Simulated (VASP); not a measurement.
An input for Ansatz (written as the equivalent of a VASP run, and not itself run):

Ansatz 0.2 input:
```yaml
crystal:
  lattice:
    - [4.9936779, 0.0000000, 0.0000000]
    - [0.0000000, 4.9936779, 0.0000000]
    - [0.0000000, 0.0000000, 3.4168354]
  atoms:
    - { symbol: Pb, position: [0.0000000, 0.0000000, 0.0000000] }
    - { symbol: Pb, position: [0.5000000, 0.5000000, 0.5000000] }
    - { symbol: O, position: [0.3074102, 0.3074102, 0.0000000] }
    - { symbol: O, position: [0.8074102, 0.1925898, 0.5000000] }
    - { symbol: O, position: [0.1925898, 0.8074102, 0.5000000] }
    - { symbol: O, position: [0.6925898, 0.6925898, 0.0000000] }
kpoints:
  mp_grid: { grid: [4, 4, 6] }
hamiltonian:
  xc: pbesol
  pseudopotentials: { kind: paw }
scf:
  occupations: { method: gaussian, width: 0.05 }
  max_iter: 100
relax:
  max_steps: 30
  f_tol: 0.001
output: { forces: true, stress: true, eigenvalues: true }
```

Problem. Write the VASP files for the same calculation (PBEsol).

Solution. This is not unique; one that fits is 
**INCAR**
```
ALGO=Normal
EDIFF=1E-8
EDIFFG=-0.001
ENCUT=520
GGA=PS
IBRION=1
ISIF=2
ISMEAR=0
LASPH=.TRUE.
LCHARG=.FALSE.
LMAXMIX=4
LREAL=.FALSE.
LWAVE=.FALSE.
NELM=100
NSW=30
PREC=Accurate
SIGMA=0.05
SYSTEM=PbO2
```

**POSCAR**
```
PbO2
1
    4.9936779022     0.0000000000     0.0000000000
    0.0000000000     4.9936779022     0.0000000000
    0.0000000000     0.0000000000     3.4168354417
Pb O
2 4
Direct
  0.0000000000   0.0000000000   0.0000000000
  0.5000000000   0.5000000000   0.5000000000
  0.3074101816   0.3074101816   0.0000000000
  0.8074101816   0.1925898184   0.5000000000
  0.1925898184   0.8074101816   0.5000000000
  0.6925898184   0.6925898184   0.0000000000
```

KPOINTS:
```
Automatic mesh
0
Gamma
4 4 6
0 0 0
```

POTCAR, in this order: Pb_d O (PBE.64 set). Program: vasp_std.

What does not carry over: each code has its own PAW files, so the cut-off isn't converted (ENCUT is set for VASP's; basis.ecutwfc is left out, and Ansatz then takes the one that its files recommend); Ansatz stops its SCF on the density residual and VASP on the energy change (EDIFF).

The compound is PbO2 in the rutile structure. This run relaxes the ions in a fixed cell. Symmetry was kept, so distortions that lower it aren't found. The start is the result of an earlier pass.
